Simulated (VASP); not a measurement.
All values below come from PBE GGA, VASP's PBE PAW potentials (set 64) (plane waves; VASP).

Input for VASP

**KPOINTS**
```
kpoints
0
gamma
  1 1 1
```

**POSCAR**
```
Al32As31
1
   11.4648462108     0.0000000000     0.0000000000
    0.0000000000    11.4648462108    -0.0000000000
   -0.0000000000    -0.0000000000    11.4648462108
Al As
32 31
Direct
  0.5000000000   0.0000000000   0.0000000000
  0.7500000000   0.2500000000   0.0000000000
  0.7500000000   0.0000000000   0.2500000000
  0.0000000000   0.0000000000   0.0000000000
  0.2500000000   0.2500000000   0.0000000000
  0.5000000000   0.5000000000   0.0000000000
  0.7500000000   0.7500000000   0.0000000000
  0.2500000000   0.0000000000   0.2500000000
  0.4978540000   0.2461960000   0.2537740000
  0.7504120000   0.5041280000   0.2535100000
  0.5000000000   0.0000000000   0.5000000000
  0.7539380000   0.2542630000   0.4982460000
  0.7500000000   0.0000000000   0.7500000000
  0.0000000000   0.5000000000   0.0000000000
  0.2500000000   0.7500000000   0.0000000000
  0.0000000000   0.2500000000   0.2500000000
  0.2500000000   0.5000000000   0.2500000000
  0.5000000000   0.7500000000   0.2500000000
  0.0000000000   0.0000000000   0.5000000000
  0.2500000000   0.2500000000   0.5000000000
  0.5010720000   0.5041380000   0.5014630000
  0.7500000000   0.7500000000   0.5000000000
  0.2500000000   0.0000000000   0.7500000000
  0.5000000000   0.2500000000   0.7500000000
  0.7500000000   0.5000000000   0.7500000000
  0.0000000000   0.7500000000   0.2500000000
  0.0000000000   0.5000000000   0.5000000000
  0.2500000000   0.7500000000   0.5000000000
  0.0000000000   0.2500000000   0.7500000000
  0.2500000000   0.5000000000   0.7500000000
  0.5000000000   0.7500000000   0.7500000000
  0.0000000000   0.7500000000   0.7500000000
  0.6250000000   0.1250000000   0.1250000000
  0.8750000000   0.3750000000   0.1250000000
  0.8750000000   0.1250000000   0.3750000000
  0.1250000000   0.1250000000   0.1250000000
  0.3750000000   0.3750000000   0.1250000000
  0.6250000000   0.6250000000   0.1250000000
  0.8750000000   0.8750000000   0.1250000000
  0.3750000000   0.1250000000   0.3750000000
  0.8750000000   0.6250000000   0.3750000000
  0.6250000000   0.1250000000   0.6250000000
  0.8750000000   0.3750000000   0.6250000000
  0.8750000000   0.1250000000   0.8750000000
  0.1250000000   0.6250000000   0.1250000000
  0.3750000000   0.8750000000   0.1250000000
  0.1250000000   0.3750000000   0.3750000000
  0.3750000000   0.6250000000   0.3750000000
  0.6250000000   0.8750000000   0.3750000000
  0.1250000000   0.1250000000   0.6250000000
  0.3750000000   0.3750000000   0.6250000000
  0.6250000000   0.6250000000   0.6250000000
  0.8750000000   0.8750000000   0.6250000000
  0.3750000000   0.1250000000   0.8750000000
  0.6250000000   0.3750000000   0.8750000000
  0.8750000000   0.6250000000   0.8750000000
  0.1250000000   0.8750000000   0.3750000000
  0.1250000000   0.6250000000   0.6250000000
  0.3750000000   0.8750000000   0.6250000000
  0.1250000000   0.3750000000   0.8750000000
  0.3750000000   0.6250000000   0.8750000000
  0.6250000000   0.8750000000   0.8750000000
  0.1250000000   0.8750000000   0.8750000000
```

INCAR:
```
# general
SYSTEM   =  Al32As31
PREC     =  Normal
ENCUT    =  400
LREAL    =  Auto
LASPH    =  .TRUE.
ISYM     =  0
NELECT   =  250.0

# electronic loop
EDIFF    =  1E-5
NELM     =  100
NELMIN   =  4
ALGO     =  Fast
LMAXMIX  =  4

# smearing
ISMEAR   =  0
SIGMA    =  0.05

# functional
GGA      =  PE

# ions
IBRION   =  2
NSW      =  60
ISIF     =  2
EDIFFG   =  -0.03

# output
LWAVE    =  .TRUE.
LCHARG   =  .FALSE.
```

POTCAR, in this order: Al As (PBE.64 set). Program: vasp_gam.

What VASP printed:

File OSZICAR:
```
       N       E                     dE             d eps       ncg     rms          rms(c)
DAV:   1     0.129028817572E+04    0.12903E+04   -0.89586E+04   314   0.111E+03
DAV:   2    -0.135407458407E+03   -0.14257E+04   -0.13598E+04   412   0.198E+02
DAV:   3    -0.295665604663E+03   -0.16026E+03   -0.15789E+03   380   0.655E+01
DAV:   4    -0.300751401132E+03   -0.50858E+01   -0.50712E+01   364   0.130E+01
DAV:   5    -0.300858402292E+03   -0.10700E+00   -0.10690E+00   396   0.215E+00    0.178E+01
RMM:   6    -0.294063507273E+03    0.67949E+01   -0.11277E+01   314   0.453E+00    0.104E+01
RMM:   7    -0.293241769805E+03    0.82174E+00   -0.13574E+01   316   0.496E+00    0.343E+00
RMM:   8    -0.293241399292E+03    0.37051E-03   -0.25543E+00   314   0.264E+00    0.139E+00
RMM:   9    -0.293130730360E+03    0.11067E+00   -0.35167E-01   314   0.994E-01    0.316E-01
RMM:  10    -0.293148864267E+03   -0.18134E-01   -0.12812E-01   317   0.516E-01    0.429E-01
RMM:  11    -0.293138537202E+03    0.10327E-01   -0.38545E-02   314   0.328E-01    0.651E-02
RMM:  12    -0.293138867326E+03   -0.33012E-03   -0.28554E-03   314   0.117E-01    0.363E-02
RMM:  13    -0.293138966349E+03   -0.99022E-04   -0.16268E-03   317   0.652E-02    0.249E-02
RMM:  14    -0.293138935260E+03    0.31089E-04   -0.19010E-04   315   0.315E-02    0.155E-02
RMM:  15    -0.293138935115E+03    0.14483E-06   -0.51795E-05   256   0.151E-02
   1 F= -.29313894E+03 E0= -.29313894E+03  d E =-.293139E+03
       N       E                     dE             d eps       ncg     rms          rms(c)
DAV:   1    -0.293223390781E+03   -0.84456E-01   -0.24206E+00   348   0.300E+00    0.524E-01
RMM:   2    -0.293237292487E+03   -0.13902E-01   -0.18458E-01   315   0.757E-01    0.184E-01
RMM:   3    -0.293238966436E+03   -0.16739E-02   -0.29066E-02   320   0.321E-01    0.134E-01
RMM:   4    -0.293239057020E+03   -0.90584E-04   -0.54263E-03   320   0.143E-01    0.651E-02
RMM:   5    -0.293239167833E+03   -0.11081E-03   -0.13329E-03   336   0.745E-02    0.326E-02
RMM:   6    -0.293239197668E+03   -0.29835E-04   -0.28625E-04   337   0.370E-02    0.133E-02
RMM:   7    -0.293239203414E+03   -0.57457E-05   -0.55442E-05   250   0.165E-02
   2 F= -.29323920E+03 E0= -.29323920E+03  d E =-.100268E+00
       N       E                     dE             d eps       ncg     rms          rms(c)
DAV:   1    -0.293244460456E+03   -0.52628E-02   -0.30147E-01   348   0.106E+00    0.184E-01
RMM:   2    -0.293246128374E+03   -0.16679E-02   -0.22339E-02   314   0.266E-01    0.644E-02
RMM:   3    -0.293246332071E+03   -0.20370E-03   -0.35695E-03   321   0.113E-01    0.472E-02
RMM:   4    -0.293246339854E+03   -0.77837E-05   -0.62291E-04   321   0.499E-02    0.231E-02
RMM:   5    -0.293246351919E+03   -0.12065E-04   -0.14717E-04   315   0.260E-02    0.109E-02
RMM:   6    -0.293246355748E+03   -0.38290E-05   -0.35066E-05   219   0.134E-02
   3 F= -.29324636E+03 E0= -.29324636E+03  d E =-.107421E+00
       N       E                     dE             d eps       ncg     rms          rms(c)
DAV:   1    -0.293252836010E+03   -0.64841E-02   -0.12658E-01   340   0.728E-01    0.128E-01
RMM:   2    -0.293253481381E+03   -0.64537E-03   -0.90862E-03   314   0.177E-01    0.469E-02
RMM:   3    -0.293253582750E+03   -0.10137E-03   -0.15054E-03   317   0.784E-02    0.345E-02
RMM:   4    -0.293253583593E+03   -0.84367E-06   -0.27740E-04   318   0.349E-02    0.150E-02
RMM:   5    -0.293253589803E+03   -0.62095E-05   -0.75148E-05   298   0.187E-02
   4 F= -.29325359E+03 E0= -.29325359E+03  d E =-.723405E-02
       N       E                     dE             d eps       ncg     rms          rms(c)
DAV:   1    -0.293254806141E+03   -0.12225E-02   -0.74587E-02   348   0.559E-01    0.998E-02
RMM:   2    -0.293255204676E+03   -0.39854E-03   -0.55057E-03   314   0.138E-01    0.370E-02
RMM:   3    -0.293255268876E+03   -0.64199E-04   -0.91783E-04   317   0.615E-02    0.278E-02
RMM:   4    -0.293255269776E+03   -0.90027E-06   -0.16962E-04   319   0.276E-02    0.122E-02
RMM:   5    -0.293255273641E+03   -0.38645E-05   -0.46091E-05   248   0.149E-02
   5 F= -.29325527E+03 E0= -.29325527E+03  d E =-.891789E-02
       N       E                     dE             d eps       ncg     rms          rms(c)
DAV:   1    -0.293257378180E+03   -0.21084E-02   -0.51059E-02   332   0.448E-01    0.729E-02
RMM:   2    -0.293257613486E+03   -0.23531E-03   -0.29737E-03   314   0.102E-01    0.284E-02
RMM:   3    -0.293257656488E+03   -0.43002E-04   -0.52630E-04   321   0.457E-02    0.201E-02
RMM:   4    -0.293257658632E+03   -0.21442E-05   -0.81205E-05   303   0.199E-02
   6 F= -.29325766E+03 E0= -.29325766E+03  d E =-.238499E-02
       N       E                     dE             d eps       ncg     rms          rms(c)
DAV:   1    -0.293258407013E+03   -0.75052E-03   -0.11600E-01   332   0.675E-01    0.109E-01
RMM:   2    -0.293258949085E+03   -0.54207E-03   -0.67743E-03   314   0.154E-01    0.433E-02
RMM:   3    -0.293259054799E+03   -0.10571E-03   -0.12267E-03   322   0.693E-02    0.309E-02
RMM:   4    -0.293259062090E+03   -0.72907E-05   -0.18440E-04   316   0.302E-02    0.130E-02
RMM:   5    -0.293259066792E+03   -0.47021E-05   -0.50846E-05   253   0.161E-02
   7 F= -.29325907E+03 E0= -.29325907E+03  d E =-.379315E-02
       N       E                     dE             d eps       ncg     rms          rms(c)
DAV:   1    -0.293260442826E+03   -0.13807E-02   -0.62074E-02   340   0.499E-01    0.778E-02
RMM:   2    -0.293260682071E+03   -0.23924E-03   -0.30975E-03   314   0.108E-01    0.314E-02
RMM:   3    -0.293260721904E+03   -0.39834E-04   -0.55946E-04   318   0.492E-02    0.213E-02
RMM:   4    -0.293260725241E+03   -0.33367E-05   -0.10625E-04   313   0.227E-02    0.859E-03
RMM:   5    -0.293260727623E+03   -0.23816E-05   -0.27190E-05   204   0.122E-02
   8 F= -.29326073E+03 E0= -.29326073E+03  d E =-.166083E-02
```

File OUTCAR:
```
------------------------ aborting loop because EDIFF is reached ----------------------------------------
  FORCE on cell =-STRESS in cart. coord.  units (eV):
  Direction    XX          YY          ZZ          XY          YZ          ZX
  --------------------------------------------------------------------------------------
  Total       -8.8269587     -8.8070000     -8.8899300      0.0459969      0.1516711      0.0078822
  in kB       -9.3846261     -9.3634065     -9.4515759      0.0489029      0.1612534      0.0083802
  external PRESSURE =      -9.3998695 kB  Pullay stress =       0.0000000 kB
  volume of cell :     1506.97
      direct lattice vectors                 reciprocal lattice vectors
    11.464846211  0.000000000  0.000000000     0.087223150  0.000000000  0.000000000
     0.000000000 11.464846211  0.000000000     0.000000000  0.087223150  0.000000000
     0.000000000  0.000000000 11.464846211     0.000000000  0.000000000  0.087223150
  FREE ENERGIE OF THE ION-ELECTRON SYSTEM (eV)
  ---------------------------------------------------
  free  energy   TOTEN  =      -293.2607276227 eV

  energy  without entropy=     -293.2607276227  energy(sigma->0) =     -293.26072762

 reached required accuracy - stopping structural energy minimisation
```
(Selected blocks of OUTCAR.)

### CONTCAR
```
Al32As31
   1.00000000000000
    11.4648462107999993    0.0000000000000000    0.0000000000000000
     0.0000000000000000   11.4648462107999993    0.0000000000000000
     0.0000000000000000    0.0000000000000000   11.4648462107999993
  Al              As
    32    31
Direct
     0.4988911542471439    0.0005065816903036    0.0003496128191318
     0.7498194680374770    0.2504032780117109    0.9995429648800301
     0.7500326498528725    0.9992788717912974    0.2502728943457599
     0.0001635073521878    0.9998492445268765    0.9997172586944268
     0.2506281455986136    0.2489281924163652    0.0003939252124800
     0.5002957927574982    0.4997348938678082    0.9994835982451484
     0.7511583469205992    0.7497746745351569    0.0004368113421190
     0.2501723909254127    0.0003166517843278    0.2488757130933985
     0.4999635829935984    0.2495964233167169    0.2504061136695334
     0.7495281407445449    0.4997663469008672    0.2512132415293463
     0.5004700041692127    0.9994024665969893    0.5002518591925805
     0.7495010505481299    0.2517423510780487    0.4983611271722380
     0.7509695089577775    0.0010957471992559    0.7494316646325231
     0.9995110717385624    0.5010400349593307    0.0007024707708513
     0.2497950958603608    0.7501071334915231    0.9997603754095904
     0.0008361993970522    0.2502012161525919    0.2500373348132609
     0.2492307789489269    0.4998246971838284    0.2502097576328417
     0.5001321233930233    0.7510471980654682    0.2501095525619800
     0.9996703586045872    0.0006584229258665    0.5011733087673486
     0.2491424891291623    0.2502927670327508    0.5000470544827619
     0.5001778946750022    0.5004058330573369    0.5001849536712472
     0.7500924251827560    0.7511897736894321    0.5000637443462261
     0.2498470818648539    0.9998445269929850    0.7503491720125728
     0.5004694190415884    0.2500915690330459    0.7506040728505616
     0.7500645106085759    0.4998808226323742    0.7510402845289579
     0.9998160563187048    0.7497497844643307    0.2487812213770552
     0.0010661079378373    0.5000965479838064    0.5001038848530867
     0.2505180437850649    0.7498948254175114    0.5012110841022356
     0.9996329832582818    0.2488293721108416    0.7499093912349019
     0.2504825911751161    0.5011615177400803    0.7499231571039127
     0.4987806097435204    0.7498074391598106    0.7501410658515761
     0.0002585538834651    0.7502748669560292    0.7503579198107273
     0.6259459200141098    0.1262068846916184    0.1263411991331063
     0.8734842130208736    0.3742198312537192    0.1267219844290694
     0.8738490314335766    0.1264741269772978    0.3740860951430757
     0.1249452980842848    0.1250897397233636    0.1249278542285727
     0.3763904126903252    0.3758530657061296    0.1265122716175421
     0.6242138538099858    0.6237582675153858    0.1264663368510593
     0.8750624275114076    0.8751688566569893    0.1250589544853015
     0.3761013974096183    0.1260102766122688    0.3763157669340615
     0.8740069709120640    0.6240487318122608    0.3761615048171532
     0.6244515781134964    0.1271666799921241    0.6230336656344770
     0.8738785841051737    0.3759734706571428    0.6237364119135017
     0.8748150148500313    0.1252221427155230    0.8753547230469698
     0.1251741843400949    0.6249505099805361    0.1250806020693475
     0.3749338423222163    0.8750157151293280    0.1249276152232042
     0.1250294299327185    0.3750467831343267    0.3750090613358553
     0.3762215349697703    0.6239638957146846    0.3740350204575465
     0.6250394517112009    0.8751795830924094    0.3750868518108806
     0.1251290066608952    0.1250533182908501    0.6251406369472505
     0.3763035233435277    0.3742162352645368    0.6239658598879506
     0.6261070182141850    0.6241294285415191    0.6241356692411490
     0.8751226192518000    0.8752720716376963    0.6252364892913369
     0.3752120997580891    0.1251475480763345    0.8748071623885915
     0.6250247795443648    0.3749681385104091    0.8751334478672400
     0.8751195110837036    0.6250611336970382    0.8751262610026547
     0.1249473908515782    0.8750693081896996    0.3751471600884839
     0.1251807681913764    0.6251955390715100    0.6252002228141998
     0.3751435580970722    0.8752115543045388    0.6251555963446345
     0.1250018194923258    0.3750918710818489    0.8751926921877174
     0.3751467774839276    0.6248610125791253    0.8753877635309881
     0.6251510699967470    0.8752830409735582    0.8749982047118867
     0.1250247751479419    0.8750221656515571    0.8750633235547814
```

The cell is charged, with a uniform compensating background. The supercell is sampled at Γ alone, which is coarse: total energies, pressure and levels can be off, energies of defects by several tenths of an eV.

The cell is a supercell with a defect, built from AlAs (zinc blende): vac_As, charge +1. The run is not spin-polarised, so no state with unpaired spins was tried.
